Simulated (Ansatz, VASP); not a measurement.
**One calculation of HfSc2N2, two programs**

Contents of INCAR:

```
ALGO = Normal
EDIFF = 1E-6
ENCUT = 520
GGA = PE
ISIF = 2
ISMEAR = 0
ISPIN = 2
LASPH = True
LCHARG = False
LMAXMIX = 4
LORBIT = 11
LREAL = False
LWAVE = False
MAGMOM = 0 1 1 0 0
NBANDS = 33
NELM = 150
PREC = Accurate
SIGMA = 0.1
```

KPOINTS

```
k-points
0
Gamma
  4 4 4
```

Contents of POSCAR:

```
HfSc2N2
1.0
   -2.6658057777      2.6658057777      2.7837977076
    2.6658057777     -2.6658057777      2.7837977076
    2.6658057777      2.6658057777     -2.7837977076
Hf Sc N
1 2 2
Direct
    0.5000000000      0.5000000000      0.0000000000
    0.2500000000      0.7500000000      0.5000000000
    0.7500000000      0.2500000000      0.5000000000
    0.1235700206      0.1235700206      0.0000000000
    0.8764299794      0.8764299794      0.0000000000
```

Input for Ansatz:

```yaml
crystal:
  lattice:
    - [-2.6658057777, 2.6658057777, 2.7837977076]
    - [2.6658057777, -2.6658057777, 2.7837977076]
    - [2.6658057777, 2.6658057777, -2.7837977076]
  atoms:
    - { symbol: Hf, position: [0.5, 0.5, 0.0] }
    - { symbol: Sc, position: [0.25, 0.75, 0.5], spin: 1.0 }
    - { symbol: Sc, position: [0.75, 0.25, 0.5], spin: 1.0 }
    - { symbol: "N", position: [0.1235700206, 0.1235700206, 0.0] }
    - { symbol: "N", position: [0.8764299794, 0.8764299794, 0.0] }
basis:
  ecutwfc: 420
kpoints:
  mp_grid: { grid: [4, 4, 4] }
hamiltonian:
  xc: pbe
scf:
  occupations: { method: gaussian, width: 0.1 }
  lower_state_search: "off"
output:
  forces: true
  stress: true
  eigenvalues: true
  populations: true
magnetization:
  spin_polarized: true
```

Alike in both runs: task single point; functional PBE; k mesh 4 × 4 × 4; occupations gaussian, width 0.1 eV; collinear spin.

```csv
,VASP,Ansatz
version,VASP 6.6.1,Ansatz 0.2.0
potentials or method,"VASP PAW PBE potentials, release 64 (Hf_pv, Sc_sv, N)","scalar-relativistic, plane waves, PAW"
plane-wave cutoff (eV),520,420
valence electrons in the cell,42,58
```

VASP gave:

| Property | Result |
| --- | --- |
| gap on the k mesh at the Fermi level (eV) | none |
| pressure (GPa) | -0.3 |
| largest component of the traceless stress (GPa) | 0.04 |
| rms of the force components (eV/Å) | 0.047 |
| net moment per atom (μB) | 0.00 |

Problem. Which values does Ansatz return?

Solution. gap on the k mesh at the Fermi level (eV): none; pressure (GPa): -0.2; largest component of the traceless stress (GPa): 0.06; rms of the force components (eV/Å): 0.003; net moment per atom (μB): 0.00.

Atom by atom the forces differ by 0.051 eV/Å (rms over components). A gap of «none» marks a metal or a gap that the smearing closes. The functional is the same, so the differences come from potentials, cutoffs and numerics. The two sets of potentials don't hold the same shells in valence. Ansatz warned: «seeded_moment_not_kept».

Caveats: the k mesh is coarse (spacing up to 0.42 Å⁻¹), so the values aren't converged. Spin-orbit coupling is left out, which matters for the levels of Hf.
